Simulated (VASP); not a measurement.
Output of a VASP run:

**OSZICAR**
```
       N       E                     dE             d eps       ncg     rms          rms(c)
DAV:   1     0.102158317230E+03    0.10216E+03   -0.94505E+03 11088   0.831E+02
DAV:   2    -0.759453339701E+01   -0.10975E+03   -0.10873E+03 12312   0.268E+02
DAV:   3    -0.176243122789E+02   -0.10030E+02   -0.99950E+01 17720   0.493E+01
DAV:   4    -0.177183909108E+02   -0.94079E-01   -0.94059E-01 10808   0.555E+00
DAV:   5    -0.177205306793E+02   -0.21398E-02   -0.21397E-02 13504   0.536E-01    0.141E+01
DAV:   6    -0.171043270601E+02    0.61620E+00   -0.94999E-01  9944   0.837E+00    0.567E+00
DAV:   7    -0.169702635797E+02    0.13406E+00   -0.61789E-01 12976   0.587E+00    0.108E+00
DAV:   8    -0.169720410346E+02   -0.17775E-02   -0.33662E-02 14728   0.136E+00    0.248E-01
DAV:   9    -0.169717647704E+02    0.27626E-03   -0.12800E-03 11096   0.264E-01    0.436E-02
DAV:  10    -0.169717096904E+02    0.55080E-04   -0.37587E-05 13656   0.301E-02    0.144E-02
DAV:  11    -0.169717068538E+02    0.28366E-05   -0.49812E-06 11272   0.136E-02    0.439E-03
DAV:  12    -0.169717062915E+02    0.56235E-06   -0.26795E-07  7312   0.364E-03
   1 F= -.16971706E+02 E0= -.16971541E+02  d E =-.495001E-03
```

OUTCAR:
```
------------------------ aborting loop because EDIFF is reached ----------------------------------------
  FORCE on cell =-STRESS in cart. coord.  units (eV):
  Direction    XX          YY          ZZ          XY          YZ          ZX
  --------------------------------------------------------------------------------------
  Total       -0.6298125     -1.4574225     -0.2730341     -0.0671651      0.0000000      0.0000000
  in kB      -21.5827112    -49.9436412     -9.3564604     -2.3016454      0.0000000      0.0000000
  external PRESSURE =     -26.9609376 kB  Pullay stress =       0.0000000 kB
  volume of cell :       46.75
      direct lattice vectors                 reciprocal lattice vectors
     1.603468000 -2.874283000  0.000000000     0.311824121 -0.173956427  0.000000000
     1.603468000  2.874283000  0.000000000     0.311824121  0.173956427  0.000000000
     0.000000000  0.000000000  5.072196000     0.000000000  0.000000000  0.197153265
 POSITION                                       TOTAL-FORCE (eV/Angst)
 -----------------------------------------------------------------------------------
      1.60347      0.95810      1.26805         0.037281     -0.055648      0.000000
      1.63852     -0.95810      3.80415        -0.037281      0.055648      0.000000
 -----------------------------------------------------------------------------------
    total drift:                                0.000000      0.000013     -0.000000
  FREE ENERGIE OF THE ION-ELECTRON SYSTEM (eV)
  ---------------------------------------------------
  free  energy   TOTEN  =       -16.9717062915 eV

  energy  without entropy=      -16.9712112908  energy(sigma->0) =      -16.97154129
```
(Selected blocks of OUTCAR.)

POSCAR:
```
Zr
1
    1.6034680000    -2.8742830000     0.0000000000
    1.6034680000     2.8742830000     0.0000000000
    0.0000000000     0.0000000000     5.0721960000
Zr
2
Direct
  0.3333330000   0.6666670000   0.2500000000
  0.6775980000   0.3442640000   0.7500000000
```

Reconstruct the remaining input files.

Several could match; the one computed here: the input of the run itself, PBE GGA, plane waves, VASP's PBE PAW potentials (set 64).

### KPOINTS
```
Automatic mesh
0
Gamma
12 12 7
0 0 0
```

INCAR:
```
ALGO = Normal
EDIFF = 1E-6
ENCUT = 225
GGA = PE
ISIF = 2
ISMEAR = 1
LASPH = .TRUE.
LCHARG = .FALSE.
LMAXMIX = 4
LREAL = .FALSE.
LWAVE = .FALSE.
NELM = 100
PREC = Accurate
SIGMA = 0.1
SYSTEM = Zr
```

POTCAR, in this order: Zr_sv (PBE.64 set). Program: vasp_std.

At this cut-off the stress carries a Pulay error, which pulls relaxed volumes low.

The compound is Zr in the hcp structure. The cell was not relaxed at this level, atoms are displaced from their ideal sites. The run is one of a series of settings (ENCUT = 225 against the base run), some of them coarse on purpose.
